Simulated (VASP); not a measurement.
Output of a VASP run:

### OUTCAR
```
 ion  position               nearest neighbor table
   1  0.000  0.000  0.000-   2 2.71   2 2.71   2 2.71   2 2.71   2 2.71   2 2.71
   2  0.500  0.500  0.500-   1 2.71   1 2.71   1 2.71   1 2.71   1 2.71   1 2.71
  LATTYP: Found a face centered cubic cell.
 ALAT       =     5.4129822232
 Subroutine PRICEL returns:
 Original cell was already a primitive cell.
 Subroutine GETGRP returns: Found 48 space group operations
The static configuration has the point symmetry O_h .
The dynamic configuration has the point symmetry O_h .
 Subroutine INISYM returns: Found 48 space group operations
 Subroutine IBZKPT returns following result:
 Found     29 irreducible k-points:

 Following reciprocal coordinates:
            Coordinates               Weight
  0.000000  0.000000  0.000000      1.000000
  0.125000  0.000000  0.000000      8.000000
  0.250000  0.000000  0.000000      8.000000
  0.375000  0.000000  0.000000      8.000000
  0.500000  0.000000  0.000000      4.000000
  0.125000  0.125000  0.000000      6.000000
  0.250000  0.125000  0.000000     24.000000
  0.375000  0.125000  0.000000     24.000000
  0.500000  0.125000  0.000000     24.000000
 -0.375000  0.125000  0.000000     24.000000
 -0.250000  0.125000  0.000000     24.000000
 -0.125000  0.125000  0.000000     12.000000
  0.250000  0.250000  0.000000      6.000000
  0.375000  0.250000  0.000000     24.000000
  0.500000  0.250000  0.000000     24.000000
 -0.375000  0.250000  0.000000     24.000000
 -0.250000  0.250000  0.000000     12.000000
  0.375000  0.375000  0.000000      6.000000
  0.500000  0.375000  0.000000     24.000000
 -0.375000  0.375000  0.000000     12.000000
  0.500000  0.500000  0.000000      3.000000
  0.375000  0.250000  0.125000     24.000000
  0.500000  0.250000  0.125000     48.000000
 -0.375000  0.250000  0.125000     24.000000
  0.500000  0.375000  0.125000     24.000000
 -0.375000  0.375000  0.125000     48.000000
 -0.250000  0.375000  0.125000     24.000000
 -0.375000  0.500000  0.125000     12.000000
 -0.250000  0.500000  0.250000      6.000000
   k-points           NKPTS =     29   k-points in BZ     NKDIM =     29   number of bands    NBANDS=     12
   number of dos      NEDOS =    301   number of ions     NIONS =      2
   total plane-waves  NPLWV =  32768
   dimension x,y,z NGX =    32 NGY =   32 NGZ =   32
   dimension x,y,z NGXF=    64 NGYF=   64 NGZF=   64
   ions per type =               1   1
   PREC   = accura    normal or accurate (medium, high low for compatibility)
   ISTART =      0    job   : 0-new  1-cont  2-samecut
   ICHARG =      2    charge: 1-file 2-atom 10-const
   ISPIN  =      1    spin polarized calculation?
   LNONCOLLINEAR =      F non collinear calculations
   LSORBIT =      F    spin-orbit coupling
   INIWAV =      1    electr: 0-lowe 1-rand  2-diag
   ENCUT  =  600.0 eV  44.10 Ry    6.64 a.u.   7.64  7.64  7.64*2*pi/ulx,y,z
   NELM   =    100;   NELMIN=  2; NELMDL= -5     # of ELM steps
   EDIFF  = 0.1E-06   stopping-criterion for ELM
   LREAL  =      F    real-space projection
   NLSPLINE    = F    spline interpolate recip. space projectors
   LMAXMIX     =    4 max onsite mixed and CHGCAR
   VOSKOWN=      0    Vosko Wilk Nusair interpolation
   EDIFFG = 0.1E-05   stopping-criterion for IOM
   NSW    =      0    number of steps for IOM
   NBLOCK =      1;   KBLOCK =      1    inner block; outer block
   IBRION =     -1    ionic relax: 0-MD 1-quasi-New 2-CG
   NFREE  =      0    steps in history (QN), initial steepest desc. (CG)
   ISIF   =      2    stress and relaxation
   ISYM   =      2    0-nonsym 1-usesym 2-fastsym
   TEIN   =    0.0    initial temperature
   TEBEG  =    0.0;   TEEND  =   0.0 temperature during run
   SMASS  =  -3.00    Nose mass-parameter (am)
   PSTRESS=    0.0 pullay stress
   NELECT =      16.0000    total number of electrons
   EFERMI =   0.00;   METHOD = LEGACY
   ISMEAR =     0;   SIGMA  =   0.05  broadening in eV -4-tet -1-fermi 0-gaus
   IALGO  =     38    algorithm
...
```

OSZICAR:
```
       N       E                     dE             d eps       ncg     rms          rms(c)
DAV:   1     0.858622172269E+02    0.85862E+02   -0.92642E+03   696   0.143E+03
DAV:   2    -0.958344999160E+01   -0.95446E+02   -0.87866E+02   940   0.259E+02
DAV:   3    -0.140460836405E+02   -0.44626E+01   -0.44360E+01   932   0.554E+01
DAV:   4    -0.141693866785E+02   -0.12330E+00   -0.12326E+00   984   0.798E+00
DAV:   5    -0.141702643315E+02   -0.87765E-03   -0.87764E-03   900   0.744E-01    0.130E+01
DAV:   6    -0.121105083548E+02    0.20598E+01   -0.11432E+01   816   0.233E+01    0.156E+01
DAV:   7    -0.119509860041E+02    0.15952E+00   -0.85420E-01   884   0.761E+00    0.864E+00
DAV:   8    -0.119404984133E+02    0.10488E-01   -0.13806E-01   740   0.429E+00    0.643E-01
DAV:   9    -0.119419445442E+02   -0.14461E-02   -0.11232E-02  1044   0.857E-01    0.248E-01
DAV:  10    -0.119426780046E+02   -0.73346E-03   -0.87712E-04   748   0.308E-01    0.105E-01
DAV:  11    -0.119428821717E+02   -0.20417E-03   -0.28460E-04   788   0.146E-01    0.565E-02
DAV:  12    -0.119429009507E+02   -0.18779E-04   -0.27120E-05   804   0.532E-02    0.380E-02
DAV:  13    -0.119428996913E+02    0.12593E-05   -0.41977E-06   852   0.251E-02    0.305E-03
DAV:  14    -0.119428994006E+02    0.29069E-06   -0.48946E-07   864   0.663E-03    0.112E-03
DAV:  15    -0.119428994528E+02   -0.52179E-07   -0.50662E-08   468   0.211E-03
   1 F= -.11942899E+02 E0= -.11942899E+02  d E =-.184439E-10
```

OUTCAR:
```
------------------------ aborting loop because EDIFF is reached ----------------------------------------
  FORCE on cell =-STRESS in cart. coord.  units (eV):
  Direction    XX          YY          ZZ          XY          YZ          ZX
  --------------------------------------------------------------------------------------
  Total       -1.9052816     -1.9052816     -1.9052816      0.0000000      0.0000000     -0.0000000
  in kB      -76.9874519    -76.9874519    -76.9874519      0.0000000      0.0000000     -0.0000000
  external PRESSURE =     -76.9874519 kB  Pullay stress =       0.0000000 kB
  volume of cell :       39.65
      direct lattice vectors                 reciprocal lattice vectors
     0.000000000  2.706491112  2.706491112    -0.184741046  0.184741046  0.184741046
     2.706491112  0.000000000  2.706491112     0.184741046 -0.184741046  0.184741046
     2.706491112  2.706491112  0.000000000     0.184741046  0.184741046 -0.184741046
  FREE ENERGIE OF THE ION-ELECTRON SYSTEM (eV)
  ---------------------------------------------------
  free  energy   TOTEN  =       -11.9428994528 eV

  energy  without entropy=      -11.9428994528  energy(sigma->0) =      -11.94289945
```
(Selected blocks of OUTCAR.)

File POSCAR:
```
SrO
1
    0.0000000000     2.7064911116     2.7064911116
    2.7064911116     0.0000000000     2.7064911116
    2.7064911116     2.7064911116     0.0000000000
Sr O
1 1
Direct
  0.0000000000   0.0000000000   0.0000000000
  0.5000000000   0.5000000000   0.5000000000
```

**Question.** Write an INCAR and KPOINTS that could have produced this output.

**Answer.** This is not unique; one that fits is the input of the run itself, PBE GGA, plane waves, VASP's PBE PAW potentials (set 64).

### INCAR
```
SYSTEM  =  SrO
PREC  =  Accurate; ENCUT  =  600; LREAL  =  .FALSE.
LASPH  =  .TRUE.
EDIFF  =  1E-7; NELM  =  100; ALGO  =  Normal
LMAXMIX  =  4
ISMEAR  =  0; SIGMA  =  0.05
GGA  =  PE
ISIF  =  2
LWAVE  =  .FALSE.; LCHARG  =  .FALSE.
```

KPOINTS:
```
Automatic mesh
0
G
 8 8 8
0 0 0
```

POTCAR, in this order: Sr_sv O (PBE.64 set). Program: vasp_std.

The compound is SrO in the rock salt structure. This cell was strained or had an atom moved on purpose.
